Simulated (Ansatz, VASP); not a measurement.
## BP in two plane-wave programs

Aim: how closely do two programs agree when they are given the same cell, functional and k mesh? The cell is taken from a series of runs on this material, whose earlier steps may have relaxed, scaled, displaced or heated it; both programs get it as it stands.

Main program and level: Ansatz 0.2.0; plane waves, with VASP 6.6.1 beside it; zone-centre phonons at LDA.

### Step 1. The starting structure

The structure is cubic, space group F-43m (No. 216). The conventional cell has a = 4.491 Å, b = 4.491 Å, c = 4.491 Å, α = 90.00°, β = 90.00°, γ = 90.00°. Nearest to B lie 4 P at 1.94 Å. P has 4 B at 1.94 Å nearest. Farther neighbours are not listed.

As a file:

```cif
data_structure
_symmetry_space_group_name_H-M 'P 1'
_symmetry_Int_Tables_number 1
_cell_length_a 3.1753
_cell_length_b 3.1753
_cell_length_c 3.1753
_cell_angle_alpha 60.000
_cell_angle_beta 60.000
_cell_angle_gamma 60.000
_cell_volume 22.64
loop_
_atom_site_label
_atom_site_type_symbol
_atom_site_fract_x
_atom_site_fract_y
_atom_site_fract_z
_atom_site_occupancy
B1 B 0.00000 0.00000 0.00000 1
P2 P 0.75000 0.75000 0.75000 1
```

### Step 2. VASP: zone-centre phonons, LDA

Second derivatives magnify differences that forces hide, and they need a tight electronic threshold.

Lines of VASP's logs that name or quote its potential files are left out, and so is its time.

Input file INCAR:

```
SYSTEM = BP
PREC = Accurate
ENCUT = 500
EDIFF = 1E-08
NELM = 120
ISMEAR = -1
SIGMA = 0.03
LREAL = .FALSE.
ALGO = Normal
GGA = CA
NELECT = 8.022639
NBANDS = 10
LORBIT = 11
LWAVE = .FALSE.
LCHARG = .FALSE.
ISIF = 2
IBRION = 8
LASPH = .TRUE.
GGA_COMPAT = .FALSE.
KPAR = 2
```

Input file POSCAR:

```
BP
1.0
    0.0000000000      2.2452912016      2.2452912016
    2.2452912016      0.0000000000      2.2452912016
    2.2452912016      2.2452912016      0.0000000000
B P
1 1
Direct
    0.0000000000      0.0000000000      0.0000000000
    0.7500000000      0.7500000000      0.7500000000
```

Input file KPOINTS:

```
Automatic mesh
0
Gamma
29 29 29
0 0 0
```

Potentials, in the order of the species: B and P (LDA family, release 64).

Run with:

```
mpirun -np 2 vasp_std
```

Numbers of over 12 decimals in the logs are rounded to 6 here.

The program printed:

```text
[banner, memory and clock lines left out]
running    2 mpi-ranks, on    1 nodes
 distrk:  each k-point on    1 cores,    2 groups
 distr:  one band on    1 cores,    1 groups

 POSCAR found type information on POSCAR B P
 POSCAR found :  2 types and       2 ions
 LDA part: xc-table for (Slater(with rela. corr.)+CA(PZ))
 , standard interpolation
 POSCAR, INCAR and KPOINTS ok, starting setup
 FFT: planning ... GRIDC
 FFT: planning ... GRID_SOFT
 FFT: planning ... GRID
 WAVECAR not read
 entering main loop
       N       E                     dE             d eps       ncg     rms          rms(c)
DAV:   1     0.756081034185E+01    0.75608E+01   -0.39574E+03 13640   0.700E+02
DAV:   2    -0.145571843644E+02   -0.22118E+02   -0.21101E+02 19040   0.111E+02
DAV:   3    -0.150977880962E+02   -0.54060E+00   -0.53918E+00 16824   0.161E+01
DAV:   4    -0.150999102610E+02   -0.21222E-02   -0.21219E-02 16742   0.115E+00
DAV:   5    -0.150999203241E+02   -0.10063E-04   -0.10063E-04 16270   0.733E-02BRMIX: very serious problems
 the old and the new charge density differ
 old charge density:     8.00000 new    8.02264
BRMIX: very serious problems
 the old and the new charge density differ
 old charge density:     8.00000 new    8.02264
    0.770E+00
DAV:   6    -0.143297356949E+02    0.77018E+00   -0.17841E+00 15124   0.629E+00    0.407E+00
DAV:   7    -0.142071312886E+02    0.12260E+00   -0.29470E-01 17424   0.291E+00    0.131E+00
DAV:   8    -0.141941692541E+02    0.12962E-01   -0.35116E-02 16218   0.105E+00    0.242E-01
DAV:   9    -0.141941969153E+02   -0.27661E-04   -0.73505E-04 15410   0.205E-01    0.158E-01
DAV:  10    -0.141941908817E+02    0.60337E-05   -0.14110E-04 15106   0.715E-02    0.356E-02
DAV:  11    -0.141941926893E+02   -0.18076E-05   -0.54324E-06 17102   0.131E-02    0.370E-02
DAV:  12    -0.141941923741E+02    0.31519E-06   -0.19798E-06 15388   0.635E-03    0.893E-03
DAV:  13    -0.141941923809E+02   -0.67884E-08   -0.58681E-08 16122   0.168E-03
   1 F= -.14194192E+02 E0= -.14193982E+02  d E =-.420623E-03
 Linear response reoptimize wavefunctions to high precision
DAV:   1    -0.141941923777E+02    0.31957E-08   -0.11474E-08 15236   0.503E-04
DAV:   2    -0.141941923777E+02   -0.21259E-10   -0.23305E-10  7798   0.127E-04
 Linear response DOF=           2
 Linear response progress:
  Degree of freedom:   1/  2
       N       E                     dE             d eps       ncg     rms          rms(c)
RMM:   1    -0.466014988031E-01   -0.46601E-01   -0.79074E-03168168   0.116E+00
RMM:   2    -0.428537898018E-01    0.37477E-02   -0.11112E-03106393   0.243E-01    0.154E-01
RMM:   3    -0.428052258746E-01    0.48564E-04   -0.23707E-04110084   0.961E-02    0.803E-02
RMM:   4    -0.432238044319E-01   -0.41858E-03   -0.22788E-04107804   0.898E-02    0.980E-03
RMM:   5    -0.431995945192E-01    0.24210E-04   -0.65111E-07114881   0.112E-02    0.118E-03
RMM:   6    -0.432018949593E-01   -0.23004E-05    0.27143E-08115016   0.138E-03    0.450E-04
RMM:   7    -0.432005082635E-01    0.13867E-05    0.30216E-08116927   0.344E-04    0.104E-04
RMM:   8    -0.432007709260E-01   -0.26266E-06    0.36645E-09119010   0.654E-05    0.258E-05
RMM:   9    -0.432007467082E-01    0.24218E-07   -0.17130E-08122143   0.234E-05    0.350E-06
RMM:  10    -0.432007701084E-01   -0.23400E-07   -0.19647E-09121273   0.843E-06    0.137E-06
RMM:  11    -0.432007619547E-01    0.81537E-08    0.34462E-09105972   0.535E-06    0.174E-07
 first order change of Fermi-energy   0.38398E-04
 force on displaced ion       1 direction 1 : -19.408   0.000   0.000
 Linear response progress:
  Degree of freedom:   2/  2
       N       E                     dE             d eps       ncg     rms          rms(c)
RMM:   1    -0.438813991151E-01   -0.43881E-01    0.77088E-04157981   0.144E+00
RMM:   2    -0.410446981250E-01    0.28367E-02   -0.10634E-03104629   0.222E-01    0.150E-01
RMM:   3    -0.410620290149E-01   -0.17331E-04   -0.44342E-05111468   0.379E-02    0.850E-02
RMM:   4    -0.413494619513E-01   -0.28743E-03   -0.33550E-05110717   0.364E-02    0.800E-03
RMM:   5    -0.413177405722E-01    0.31721E-04   -0.34584E-06116586   0.636E-03    0.382E-03
RMM:   6    -0.413129390222E-01    0.48015E-05   -0.27770E-07115791   0.835E-04    0.248E-03
RMM:   7    -0.413128432392E-01    0.95783E-07    0.48435E-08117354   0.419E-04    0.128E-04
RMM:   8    -0.413123217954E-01    0.52144E-06    0.40501E-08118109   0.744E-05    0.613E-05
RMM:   9    -0.413122313240E-01    0.90471E-07    0.53239E-08121413   0.245E-05    0.444E-06
RMM:  10    -0.413122443432E-01   -0.13019E-07    0.32854E-08122349   0.700E-06    0.536E-06
RMM:  11    -0.413122357574E-01    0.85858E-08    0.19463E-08105173   0.489E-06    0.307E-07
 first order change of Fermi-energy  -0.60951E-05
 force on displaced ion       2 direction 1 : -19.410   0.000   0.000
 Linear response finished
```

OUTCAR, selected parts (step 2):

```text
NELECT = 8.022639

 ion  position               nearest neighbor table
   1  0.000  0.000  0.000-   2 1.94   2 1.94   2 1.94   2 1.94
   2  0.750  0.750  0.750-   1 1.94   1 1.94   1 1.94   1 1.94

  LATTYP: Found a face centered cubic cell.
 ALAT       =     4.4905824032

 Subroutine GETGRP returns: Found 24 space group operations
 (whereof 24 operations were pure point group operations)

The static configuration has the point symmetry T_d .

 Found    680 irreducible k-points:

   k-points           NKPTS =    680   k-points in BZ     NKDIM =    680   number of bands    NBANDS=     10

   dimension x,y,z NGX =    24 NGY =   24 NGZ =   24
   dimension x,y,z NGXF=    48 NGYF=   48 NGZF=   48

   ENCUT  =  500.0 eV  36.75 Ry    6.06 a.u.   5.79  5.79  5.79*2*pi/ulx,y,z

 k-points in reciprocal lattice and weights: Automatic mesh
   0.00000000  0.00000000  0.00000000       0.000
   0.03448276  0.00000000  0.00000000       0.000
   0.06896552  0.00000000  0.00000000       0.000
   0.10344828  0.00000000  0.00000000       0.000
   0.13793103  0.00000000  0.00000000       0.000
   0.17241379  0.00000000  0.00000000       0.000
   0.20689655  0.00000000  0.00000000       0.000
   0.24137931  0.00000000  0.00000000       0.000
   0.27586207  0.00000000  0.00000000       0.000
[...]
-0.27586207  0.48275862  0.20689655       0.001
  -0.27586207  0.48275862  0.24137931       0.001

 average (electrostatic) potential at core
       1 -29.5505       2 -81.9071

  Total        0.2307527      0.2307527      0.2307527      0.0000000      0.0000000     -0.0000000
  in kB       16.3308735     16.3308735     16.3308735      0.0000000      0.0000000     -0.0000000
  external PRESSURE =      16.3308735 kB  Pullay stress =       0.0000000 kB

  energy-cutoff  :      500.00
  volume of cell :       22.64
      direct lattice vectors                 reciprocal lattice vectors
     0.000000000  2.245291202  2.245291202    -0.222688264  0.222688264  0.222688264
     2.245291202  0.000000000  2.245291202     0.222688264 -0.222688264  0.222688264
     2.245291202  2.245291202  0.000000000     0.222688264  0.222688264 -0.222688264

 POSITION                                       TOTAL-FORCE (eV/Angst)
 -----------------------------------------------------------------------------------
      0.00000      0.00000      0.00000         0.000000     -0.000000      0.000000
      3.36794      3.36794      3.36794        -0.000000      0.000000     -0.000000
 -----------------------------------------------------------------------------------
    total drift:                               -0.000000     -0.000000     -0.000000

 Eigenvectors and eigenvalues of the dynamical matrix
 ----------------------------------------------------

   1 f  =   24.329154 THz   152.864584 2PiTHz  811.533227 cm-1   100.617251 meV
             X         Y         Z           dx          dy          dz
      0.000000  0.000000  0.000000     0.000000    0.000000    0.860958
      3.367937  3.367937  3.367937     0.000000    0.000000   -0.508675

   2 f  =   24.329154 THz   152.864584 2PiTHz  811.533227 cm-1   100.617251 meV
             X         Y         Z           dx          dy          dz
      0.000000  0.000000  0.000000    -0.000000   -0.860958    0.000000
      3.367937  3.367937  3.367937    -0.000000    0.508675    0.000000

   3 f  =   24.329154 THz   152.864584 2PiTHz  811.533227 cm-1   100.617251 meV
             X         Y         Z           dx          dy          dz
      0.000000  0.000000  0.000000     0.860958   -0.000000    0.000000
      3.367937  3.367937  3.367937    -0.508675    0.000000    0.000000

   4 f/i=    0.000597 THz     0.003751 2PiTHz    0.019912 cm-1     0.002469 meV
             X         Y         Z           dx          dy          dz
      0.000000  0.000000  0.000000     0.269643    0.431327    0.000000
      3.367937  3.367937  3.367937     0.456385    0.730043    0.000000

   5 f/i=    0.000597 THz     0.003751 2PiTHz    0.019912 cm-1     0.002469 meV
             X         Y         Z           dx          dy          dz
      0.000000  0.000000  0.000000     0.000000    0.000000   -0.508675
      3.367937  3.367937  3.367937     0.000000    0.000000   -0.860958

   6 f/i=    0.000597 THz     0.003751 2PiTHz    0.019912 cm-1     0.002469 meV
             X         Y         Z           dx          dy          dz
      0.000000  0.000000  0.000000     0.431327   -0.269643    0.000000
      3.367937  3.367937  3.367937     0.730043   -0.456385    0.000000

 ELASTIC MODULI CONTR FROM IONIC RELAXATION (kBar)
 Direction    XX          YY          ZZ          XY          YZ          ZX
 --------------------------------------------------------------------------------
 XX          -0.0000     -0.0000     -0.0000      0.0000     -0.0000      0.0000
 YY          -0.0000     -0.0000     -0.0000      0.0000      0.0000     -0.0000
 ZZ          -0.0000     -0.0000     -0.0000     -0.0000      0.0000      0.0000
 XY           0.0000      0.0000     -0.0000   -269.7897      0.0000      0.0000
 YZ          -0.0000      0.0000      0.0000      0.0000   -269.7897     -0.0000
 ZX           0.0000     -0.0000      0.0000     -0.0000     -0.0000   -269.7897
 --------------------------------------------------------------------------------
```

The cell is charged against a uniform background. Energies printed during the response cycles are not total energies of the cell.

### Step 3. Ansatz: zone-centre phonons, LDA

Ansatz runs on its PAW soft_1 files.

The same cell, functional (in two slightly different forms), mesh and smearing now go to Ansatz, which takes its cutoff from its data sets.

Input file input.yaml:

```yaml
crystal:
  lattice:
    - [0.0, 2.2452912016, 2.2452912016]
    - [2.2452912016, 0.0, 2.2452912016]
    - [2.2452912016, 2.2452912016, 0.0]
  atoms:
    - { symbol: B, position: [0.0, 0.0, 0.0] }
    - { symbol: P, position: [0.75, 0.75, 0.75] }
total_charge: -0.022639
kpoints:
  mp_grid: { grid: [29, 29, 29] }
hamiltonian:
  xc: lda
  pseudopotentials: { kind: paw, azcp: { folder: soft_1 }, xc_functional: pbe }
scf:
  occupations: { method: fermi_dirac, width: 0.03 }
output:
  eigenvalues: true
phonons:
  method: dfpt
```

Run with:

```
ansatz run input.yaml --threads 8 --pin off --max-ram 16384MiB --backend cpu --events-out ev --progress --plain --runs-dir out
```

The program printed:

```text
zone centre: on kpoints.mp_grid the ground state, and the responses unless they are solved on pairs of k-points, stand on 1800 of the mesh's 24389 k-points, reduced under 8 symmetry operations, with k and −k counted as one. Each operation leaves every solved displacement unchanged or reverses it
Engine: ansatz 0.2.0, aarch64-unknown-linux-gnu
Pseudopotentials: kind: paw
Pseudopotential: B, paw, valence charge 3, recommended cutoff 420 eV (normal), soft_1/B.paw.azcp
Pseudopotential: P, paw, valence charge 5, recommended cutoff 420 eV (normal), soft_1/P.paw.azcp
Functional definition: SPW92
  exchange = slater_x
  correlation = pw_c
Crystal: 2 atoms, lattice volume = 22.639 Å³
Basis set: ecut = 420 eV, 459 PW (Γ), exchange–correlation on 48×48×48 points (8 copies of the dense FFT grid, shifted against one another)
Bands: 9, of which v1, the nominal top of the filled ones, is band 4 counted from 1 (3 counted from 0)
Symmetry: 24 space group operations
k-points: 1800 of 24389 (irreducible under 8 space group operations, time reversal used)
Non-local potential: B, projectors of the file, l = 0: 2, l = 1: 2, l = 2: 1
Non-local potential: P, projectors of the file, l = 0: 2, l = 1: 2, l = 2: 1
PAW form: soft (Blöchl's): semilocal exchange-correlation on the pseudo side does not see the compensation charge
PAW frozen core: B, regenerated for the run's functional, and the local potential with it (the file was generated under x = pbe(κ = 0.804, μ = 0.219515), c = pbe(β = 0.066725))
PAW frozen core: P, regenerated for the run's functional, and the local potential with it (the file was generated under x = pbe(κ = 0.804, μ = 0.219515), c = pbe(β = 0.066725))
PAW one-centre angular grid: B, 110 points (default); XC on 64 Gauss nodes
PAW one-centre angular grid: P, 110 points (default); XC on 64 Gauss nodes
Initial density: superposition of atomic densities (chi_scale 0.1, normalization cell, long waves kept (reshape's long-wave potential 0.00 eV rms))
Initial wavefunctions: pseudopotential atomic-orbital guess
Functional: x = slater, c = lda
SCF iter   1: F=—  HF=-877.231153 eV  |F-HF|=—  |Δ(HF+E_count)|=         —  Δρ=9.58e-2  dr2=2.33e0  ethr=3.10e-3  ⟨swp⟩=6.4  Hψ=145618  notcnv=0
preconditioner: auto → none  [metal: Δε(μ)=0.018 eV  Ē_g=14.226 eV  σ=0.030 eV  W_gap=0.15  n_scr=0 (ndim 8)  ℏωp=22.1 eV  f_vac=0.000  D(μ)=0.15/eV (n_scr^D=0)]
SCF iter   2: F=—  HF=-876.450276 eV  |F-HF|=—  |Δ(HF+E_count)|=   7.81e-1  Δρ=2.98e-2  dr2=1.53e-1  ethr=3.10e-3  ⟨swp⟩=3.0  Hψ=46533  notcnv=0  defer=1512
SCF iter   3: F=—  HF=-876.399657 eV  |F-HF|=—  |Δ(HF+E_count)|=   5.06e-2  Δρ=1.13e-2  dr2=1.79e-2  ethr=1.91e-3  ⟨swp⟩=3.0  Hψ=29316  notcnv=0  defer=1512
SCF iter   4: F=—  HF=-876.394291 eV  |F-HF|=—  |Δ(HF+E_count)|=   5.37e-3  Δρ=1.57e-3  dr2=2.58e-4  ethr=2.23e-4  ⟨swp⟩=3.0  Hψ=28599  notcnv=0  defer=1512
SCF iter   5: F=—  HF=-876.394239 eV  |F-HF|=—  |Δ(HF+E_count)|=   5.17e-5  Δρ=5.78e-5  dr2=2.65e-7  ethr=3.22e-6  ⟨swp⟩=2.1  Hψ=19585  notcnv=0  defer=1512
SCF iter   6: F=—  HF=-876.394239 eV  |F-HF|=—  |Δ(HF+E_count)|=   1.49e-7  Δρ=1.10e-5  dr2=1.17e-8  ethr=3.30e-9  ⟨swp⟩=2.4  Hψ=23411  notcnv=0  defer=1512
SCF iter   7: F=—  HF=-876.394239 eV  |F-HF|=—  |Δ(HF+E_count)|=   1.27e-9  Δρ=5.31e-7  dr2=7.91e-11  ethr=1.46e-10  ⟨swp⟩=2.0  Hψ=21302  notcnv=0  defer=1512
SCF iter   8: F=-876.394239 eV  HF=-876.394239 eV  |F-HF|=4.55e-13  |Δ(HF+E_count)|=  3.35e-11  Δρ=6.92e-9  dr2=5.83e-15  ethr=1.00e-12  ⟨swp⟩=11.7  Hψ=100885  notcnv=0
SCF 1 converged in 8 iterations: F = -876.394239 eV  dr2 = 5.83e-15
  greatest PAW one-centre occupation: 0.763 electrons in one spin orbital (limit 2), on the P atom at site 1 (counted from 0), in its partial waves of l = 0
DFPT response loops at Γ: preconditioner auto → Kerker (q_TF=auto, 2.295 Å⁻¹) (partly filled bands, converged f_vac=0.000); β = 1.00, the filter's whole step (`scf.mixing.beta` (0.50) is not read by the response loops under this deck's `scf.mixing.preconditioner`; to damp them name `kerker` or `kerker_dos`, under which they read `scf.mixing.beta`, and type it under 1.00, their step now; both keys bind the ground state too); Broyden in place of MSR1
SCF converged after 8 iterations
Free energy (F): -876.394239 eV
Harris-Foulkes:  -876.394239 eV  (|F-HF|=4.55e-13)
Internal energy: -876.393816 eV  (E = F + TS)
E sigma→0 (E₀):  -876.394028 eV
Entropy (-TS):   -0.000423 eV (-0.211 meV/atom)
Fermi energy:    10.837770 eV
--- Per-component energies (eV) ---
  E_band       = 23.226129
  E_kinetic    = 122.801858
  E_local      = -61.108721  (includes V_loc(G=0)·N_el)
  E_nonlocal   = 41.839962
  E_hartree    = 16.683335
  E_xc         = -106.824375
  E_vxc        = -102.345766  (∫ρ·V_xc dr)
  E_paw        = -601.442949  (= ΣΔE_a)
  E_vpaw       = -11.327880  (= ΣTr[D̂ρ^β])
  E_aug_tail   = 0.000009  (compensation charges beyond the density's cutoff)
  E_ewald      = -288.506121
  E_core_change = 0.163186  (= ΣΔE_core)
  E_smearing   = -0.000423  (= −TS)
  E_closure    = 0.000000  (closes the sum)
  E_deformation_potential = -0.379171  (in the stress; not in F)
  Σ components = -876.394239   (vs F -876.394239, Δ=0.00e0)
--- Band table (eV; the first three rows and the last of 1800) ---
  k-point 0: bands = ["-6.2190", "9.4580", "9.4580", "9.4580", "12.8821", "12.8821", "12.8821", "17.2827", "20.9258"]
  k-point 1: bands = ["-6.1970", "9.2657", "9.4170", "9.4170", "12.9384", "12.9384", "12.9688", "17.3427", "21.0002"]
  k-point 2: bands = ["-6.1310", "8.7609", "9.3034", "9.3034", "13.0954", "13.0954", "13.1612", "17.5179", "21.1938"]
  k-point 1799: bands = ["-0.9452", "1.4027", "3.5122", "3.9017", "14.6327", "16.0536", "16.7894", "17.2933", "22.2653"]
--- Phonons (Γ-DFPT): 2 representative perturbations + reference, on 1800 of 24389 k-points (Σ response iterations 5) ---
  k mesh reduced under 8 symmetry operations, with k and −k counted as one. Each operation leaves every solved displacement unchanged or reverses it
  ASR residual: 2.894e-6 → 0.000e0 eV/Å²; symmetrization residual: 9.291e-8 eV/Å²
  ASR residual per site (eV/Å²): 1.00e-6 2.89e-6
  Γ frequencies (cm⁻¹): 0.00 0.00 0.00 813.49 813.49 813.49
  non-analytic LO–TO correction: not included (Born effective charges unavailable; polar crystals: no LO–TO splitting at Γ)
```

Reading the cycles: dr2 is the Hartree energy of the density residual (eV), the measure of convergence; HF is the Harris–Foulkes estimate of the energy, which meets the free energy F at convergence.

### Step 4. Side by side

Known differences besides the potentials themselves: the two LDA forms differ slightly; the cutoff is 420 eV in Ansatz and 500 eV in VASP; VASP's log shows a relativistic correction to its local exchange, Ansatz's none. Total energies have different zeros and are not compared.

Both answers:

```
                  quantity  Ansatz   VASP  difference
optical mode 1 to 3 (cm⁻¹)   813.5  811.5     +0.24 %
```

Modes are paired by rising frequency, not by their patterns, so a pair may set unlike modes beside each other; they are those without the splitting of longitudinal modes. The cell carries a charge of -0.022639 e against a uniform background, so its pressure also hangs on how the neutralising background is counted, and in a defect's cell a gap may be the spacing between its levels.

### Step 5. Results

```
r.m.s. difference of the optical zone-centre modes, each program's sorted by frequency (zone-centre phonons, LDA) : 2.0 cm⁻¹
```

**Reading.** The r.m.s. difference of the optical zone-centre modes, each program's sorted by frequency is 2.0 cm⁻¹ (zone-centre phonons, LDA). How closely two codes agree says nothing of how well the functional describes the real material.

[Lines on the potential files, build, host, timing and source positions are cut from VASP's logs without a mark.]

[Logs are printed without paths, hosts, clocks, repeated set-up lines and the standing remarks that a program may print on its own settings, such as how far it seeks lower states.]

[Hosts, paths, dates, database ids (printed as entryN), source tags and the programs' standing remarks are cut or masked in the printed files.]
